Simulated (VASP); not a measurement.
An input for Quantum ESPRESSO's pw.x (written as the equivalent of a VASP run, and not itself run):

```
&CONTROL
  calculation = 'vc-relax'
  pseudo_dir = './pseudo'
  outdir = './out'
  tprnfor = .true.
  tstress = .true.
  nstep = 30
  forc_conv_thr = 0.00039
/
&SYSTEM
  ibrav = 0
  nat = 6
  ntyp = 2
  ecutwfc = 84
  occupations = 'smearing'
  smearing = 'methfessel-paxton'
  degauss = 0.00735
  input_dft = 'vdw-df2'
/
&ELECTRONS
  conv_thr = 7.3e-09
  electron_maxstep = 100
/
&IONS
/
&CELL
  cell_dofree = 'shape'
/
ATOMIC_SPECIES
  Ir 192.217 Ir.upf
  O 15.999 O.upf
CELL_PARAMETERS angstrom
     4.6326975    0.0000000    0.0000000
     0.0000000    4.6326975    0.0000000
     0.0000000    0.0000000    3.2633345
ATOMIC_POSITIONS crystal
  Ir   0.0000000  0.0000000  0.0000000
  Ir   0.5000000  0.5000000  0.5000000
  O    0.3081222  0.3081222  0.0000000
  O    0.8081222  0.1918778  0.5000000
  O    0.1918778  0.8081222  0.5000000
  O    0.6918778  0.6918778  0.0000000
K_POINTS automatic
  7 7 9 0 0 0
```

### Question
Translate this input to VASP (INCAR, KPOINTS, POSCAR, choice of POTCAR).

### Answer
Several could match; the one computed here: 
KPOINTS:
```
K-points
0
G
7 7 9
```

**INCAR**
```
SYSTEM=IrO2
PREC=Accurate; ENCUT=520; LREAL=.FALSE.
LASPH=.TRUE.
EDIFF=1E-7; NELM=100; ALGO=Normal
LMAXMIX=6
ISMEAR=1; SIGMA=0.1
GGA=ML; LUSE_VDW=.TRUE.; AGGAC=0.0
ZAB_VDW=-1.8867
IBRION=2; NSW=30; ISIF=4
EDIFFG=-0.01
LWAVE=.FALSE.; LCHARG=.FALSE.
```

POSCAR:
```
IrO2
1
    4.6326974841     0.0000000000     0.0000000000
    0.0000000000     4.6326974841     0.0000000000
    0.0000000000     0.0000000000     3.2633345244
Ir O
2 4
Direct
  0.0000000000   0.0000000000   0.0000000000
  0.5000000000   0.5000000000   0.5000000000
  0.3081221549   0.3081221549   0.0000000000
  0.8081221549   0.1918778451   0.5000000000
  0.1918778451   0.8081221549   0.5000000000
  0.6918778451   0.6918778451   0.0000000000
```

POTCAR, in this order: Ir O (PBE.64 set). Program: vasp_std.

What does not carry over: the potentials are each code's own (VASP's PAW set, PseudoDojo norm-conserving files in pw.x), so ENCUT and ecutwfc are chosen apart and not converted; conv_thr bounds pw.x's estimated SCF error, while EDIFF bounds the energy change between steps; forc_conv_thr acts on force components and is met together with etot_conv_thr.

The compound is IrO2 in the rutile structure. This run relaxes it. Symmetry was kept, so distortions that lower it aren't found.
